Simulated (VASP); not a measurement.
Energy against volume of KCl (rock salt). Computed with PBE GGA with D4 dispersion, VASP's PBE PAW potentials (set 64) (plane waves; VASP).

```
V (Å³/atom)  E (eV/atom)
-----------  -----------
29.519          -3.49941
30.461          -3.50539
31.403          -3.50756
32.345          -3.50652
33.287          -3.50279
```

### Question
Fit a third-order Birch-Murnaghan equation of state.

### Answer

```
Item                                            Result
---------------------------------------  -------------
volume per atom                          31.54 Å³/atom
bulk modulus                                  17.7 GPa
pressure derivative of the bulk modulus           4.84
lattice constant a                             6.319 Å
```

The compound is KCl in the rock salt structure. It was relaxed first.
